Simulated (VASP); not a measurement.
Consider the following.

```
NaH
1.0
    0.00000     2.41612     2.41612
    2.41612     0.00000     2.41612
    2.41612     2.41612     0.00000
Na H
1 1
Direct
  0.00000   0.00000   0.00000
  0.50000   0.50000   0.50000
```

All values below come from PBE GGA, VASP's PBE PAW potentials (set 64) (plane waves; VASP 6.6.1). Numerical set-up: 520 eV cut-off, Gaussian smearing of 0.050 eV, potentials Na_pv H.

Problem. What does the run give for the band gap (along the path) with the smallest direct gap where there is one?

Solution. 
```
Quantity                               Result
------------------------------------  -------
band gap (along the path)             3.76 eV
smallest direct gap (along the path)  4.62 eV
```

Only differences to runs with the same potentials and settings are physical.

The compound is NaH in the rock salt structure. It was relaxed first.
